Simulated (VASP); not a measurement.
Method: LDA (Ceperley-Alder, Perdew-Zunger), VASP's LDA PAW potentials (set 64) (plane waves; VASP).

VASP ran on this input.

### INCAR
```
# general
SYSTEM   =  CaGa2
PREC     =  Accurate
ENCUT    =  300
LREAL    =  .False.
LASPH    =  .True.

# electronic loop
EDIFF    =  1E-6
NELM     =  100
ALGO     =  Normal
LMAXMIX  =  4

# smearing
ISMEAR   =  -1
SIGMA    =  0.1

# ions
ISIF     =  2

# output
LWAVE    =  .False.
LCHARG   =  .False.
```

**POSCAR**
```
CaGa2
1
    4.2388600000     0.0000000000     0.0000000000
   -2.1194300000     3.6709600000     0.0000000000
    0.0000000000     0.0000000000     4.4164100000
Ca Ga
1 2
Direct
  0.0000000000   0.0000000000   0.0000000000
  0.3333330000   0.6666670000   0.5000000000
  0.6666670000   0.3333330000   0.5000000000
```

### KPOINTS
```
Automatic mesh
0
Gamma
7 7 6
0 0 0
```

POTCAR, in this order: Ca_sv Ga_d (LDA.64 set). Program: vasp_std.

The run wrote:

File OSZICAR:
```
       N       E                     dE             d eps       ncg     rms          rms(c)
DAV:   1     0.222331089108E+03    0.22233E+03   -0.13860E+04  1416   0.185E+03
DAV:   2     0.715085310530E+01   -0.21518E+03   -0.21243E+03  1522   0.410E+02
DAV:   3    -0.105226684788E+02   -0.17674E+02   -0.17504E+02  1696   0.114E+02
DAV:   4    -0.112036173580E+02   -0.68095E+00   -0.67970E+00  2512   0.199E+01
DAV:   5    -0.112141985555E+02   -0.10581E-01   -0.10579E-01  1702   0.208E+00    0.420E+00
DAV:   6    -0.110744179994E+02    0.13978E+00   -0.18367E-01  1780   0.581E+00    0.237E+00
DAV:   7    -0.110316935303E+02    0.42724E-01   -0.13750E-01  1822   0.338E+00    0.285E-01
DAV:   8    -0.110310114803E+02    0.68205E-03   -0.15647E-02  1764   0.126E+00    0.106E-01
DAV:   9    -0.110307969758E+02    0.21450E-03   -0.16618E-03  2240   0.267E-01    0.301E-02
DAV:  10    -0.110307989331E+02   -0.19574E-05   -0.96789E-05  2278   0.571E-02    0.180E-02
DAV:  11    -0.110308024534E+02   -0.35203E-05   -0.98833E-06  2036   0.170E-02    0.373E-03
DAV:  12    -0.110308023521E+02    0.10134E-06   -0.14061E-06  1356   0.901E-03
   1 F= -.11030802E+02 E0= -.11004477E+02  d E =-.526515E-01
```

File OUTCAR:
```
------------------------ aborting loop because EDIFF is reached ----------------------------------------
  FORCE on cell =-STRESS in cart. coord.  units (eV):
  Direction    XX          YY          ZZ          XY          YZ          ZX
  --------------------------------------------------------------------------------------
  Total       -1.4662155     -1.4662151     -1.3867528      0.0000000      0.0000000      0.0000000
  in kB      -34.1830072    -34.1829990    -32.3304326      0.0000000      0.0000000      0.0000000
  external PRESSURE =     -33.5654796 kB  Pullay stress =       0.0000000 kB
  volume of cell :       68.72
      direct lattice vectors                 reciprocal lattice vectors
     4.238860000  0.000000000  0.000000000     0.235912486  0.136204154  0.000000000
    -2.119430000  3.670960000  0.000000000     0.000000000  0.272408307  0.000000000
     0.000000000  0.000000000  4.416410000     0.000000000  0.000000000  0.226428253
 POSITION                                       TOTAL-FORCE (eV/Angst)
 -----------------------------------------------------------------------------------
      0.00000      0.00000      0.00000         0.000000     -0.000000      0.000000
     -0.00000      2.44731      2.20820        -0.000000     -0.000000      0.000000
      2.11943      1.22365      2.20820         0.000000      0.000000      0.000000
 -----------------------------------------------------------------------------------
    total drift:                                0.000000      0.000000      0.000000
  FREE ENERGIE OF THE ION-ELECTRON SYSTEM (eV)
  ---------------------------------------------------
  free  energy   TOTEN  =       -11.0308023521 eV

  energy  without entropy=      -10.9781508802  energy(sigma->0) =      -11.00447662
```
(Selected blocks of OUTCAR.)

OUTCAR:
```
 val. band max:        3.7773866222   @ k =   0.4286  -0.0000   0.0000

 cond. band min:       3.8397682956   @ k =   0.4286  -0.0000   0.3333


 Fermi energy:         3.8366647837

 k-point     1 :       0.0000    0.0000    0.0000
  band No.  band energies     occupation
      1     -36.7801      2.00000
      2     -18.1022      2.00000
      3     -18.0646      2.00000
      4     -18.0646      2.00000
      5     -11.0056      2.00000
      6     -10.9024      2.00000
      7     -10.9024      2.00000
      8     -10.8813      2.00000
      9     -10.8813      2.00000
     10     -10.7153      2.00000
     11     -10.7153      2.00000
     12     -10.6305      2.00000
     13     -10.6305      2.00000
     14     -10.5965      2.00000
     15      -5.4898      2.00000
     16       3.2724      1.99294
     17       3.9057      0.66771
     18       3.9058      0.66752
     19       4.5774      0.00121
     20       5.1293      0.00000
     21       7.5270      0.00000
     22       7.5274      0.00000

 k-point     2 :       0.1429    0.0000    0.0000
  band No.  band energies     occupation
      1     -36.7794      2.00000
      2     -18.1010      2.00000
      3     -18.0758      2.00000
      4     -18.0673      2.00000
      5     -11.0089      2.00000
      6     -10.9539      2.00000
      7     -10.9422      2.00000
      8     -10.8882      2.00000
      9     -10.8749      2.00000
     10     -10.6717      2.00000
     11     -10.6536      2.00000
     12     -10.6393      2.00000
     13     -10.6244      2.00000
     14     -10.5912      2.00000
     15      -5.2661      2.00000
     16       2.1687      2.00000
     17       3.3382      1.98641
     18       3.6536      1.72361
     19       4.7165      0.00030
     20       6.2030      0.00000
     21       7.1561      0.00000
     22       7.4549      0.00000

 k-point     3 :       0.2857   -0.0000    0.0000
  band No.  band energies     occupation
      1     -36.7780      2.00000
...
```

At this cut-off the stress carries a Pulay error, which pulls relaxed volumes low.

The structure comes from a computed database's CaGa2 entry; how it stands against other phases isn't given here. The cell was not relaxed at this level. The run is one of a series of settings (GGA removed, POTCAR Ca_sv Ga_d (LDA.64 set) against the base run), some of them coarse on purpose.
